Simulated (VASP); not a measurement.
Consider the following.

```xyz
5
Lattice="4.0444 0.0000 0.0000 0.0000 4.0444 0.0000 0.0000 0.0000 4.0444" Properties=species:S:1:pos:R:3 pbc="T T T"
K      0.0000     0.0000     0.0000
Mg     2.0222     2.0222     2.0222
F      2.0222     0.0000     2.0222
F      0.0000     2.0222     2.0222
F      2.0222     2.0222     0.0000
```

Method: PBE GGA, VASP's PBE PAW potentials (set 64) (plane waves; VASP). Run with 620 eV cut-off, 6×6×6 Γ-centred mesh, Gaussian smearing of 0.050 eV, potentials K_sv Mg F.

Task: Predict the energy per atom (σ→0), band gap (on the k-mesh) with the smallest direct gap where there is one.

Result: 
band gap (on the k-mesh): 6.98 eV
smallest direct gap (on the k-mesh): 7.30 eV
energy per atom (σ→0): -4.892 eV/atom

The compound is KMgF3 in the cubic perovskite structure. It was relaxed first.
